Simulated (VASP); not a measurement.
Input for VASP

KPOINTS:
```
Automatic mesh
0
Gamma
9 9 9
0 0 0
```

### INCAR
```
# general
SYSTEM =YN
PREC   =Accurate
ENCUT  =620
LREAL  =.False.
LASPH  =.True.   # aspherical one-centre terms

# electronic loop
EDIFF  =1E-6   # SCF stop (eV)
NELM   =100
ALGO   =Normal   # blocked Davidson
LMAXMIX=4

# smearing
ISMEAR =0   # Gaussian
SIGMA  =0.05

# functional
GGA    =PE   # PBE

# ions
IBRION =2   # conjugate gradients
NSW    =40   # most ionic steps
ISIF   =3   # ions, shape and volume
EDIFFG =-0.02
PSTRESS=100

# output
LWAVE  =.False.
LCHARG =.False.
```

POSCAR:
```
YN
1.0
  0.0000000000   2.4067826457   2.4067826457
  2.4067826457   0.0000000000   2.4067826457
  2.4067826457   2.4067826457   0.0000000000
Y N
1 1
Cartesian
  0.0000000000   0.0000000000   0.0000000000
  2.4067826457   2.4067826457   2.4067826457
```

POTCAR, in this order: Y_sv N (PBE.64 set). Program: vasp_std.

Q: Translate this PBE calculation to Quantum ESPRESSO's pw.x.

A: One equivalent input (not run):
```
&CONTROL
  calculation = 'vc-relax'
  pseudo_dir = './pseudo'
  outdir = './out'
  tprnfor = .true.
  tstress = .true.
  nstep = 40
  forc_conv_thr = 0.00078
/
&SYSTEM
  ibrav = 0
  nat = 2
  ntyp = 2
  ecutwfc = 84
  occupations = 'smearing'
  smearing = 'gaussian'
  degauss = 0.003675
  input_dft = 'pbe'
/
&ELECTRONS
  conv_thr = 7.3e-08
  electron_maxstep = 100
/
&IONS
/
&CELL
  press = 100
/
ATOMIC_SPECIES
  Y 88.906 Y.upf
  N 14.007 N.upf
CELL_PARAMETERS angstrom
    -0.0000000    2.4067826    2.4067826
     2.4067826    0.0000000    2.4067826
     2.4067826    2.4067826    0.0000000
ATOMIC_POSITIONS crystal
  Y    0.0000000  0.0000000  0.0000000
  N    0.5000000  0.5000000  0.5000000
K_POINTS automatic
  9 9 9 0 0 0
```
What does not carry over: the potentials are each code's own (VASP's PAW set, PseudoDojo norm-conserving files in pw.x), so ENCUT and ecutwfc are chosen apart and not converted; conv_thr bounds pw.x's estimated SCF error, while EDIFF bounds the energy change between steps; forc_conv_thr acts on force components and is met together with etot_conv_thr.

The compound is YN in the rock salt structure. It was relaxed first under an external pressure of 10 GPa.
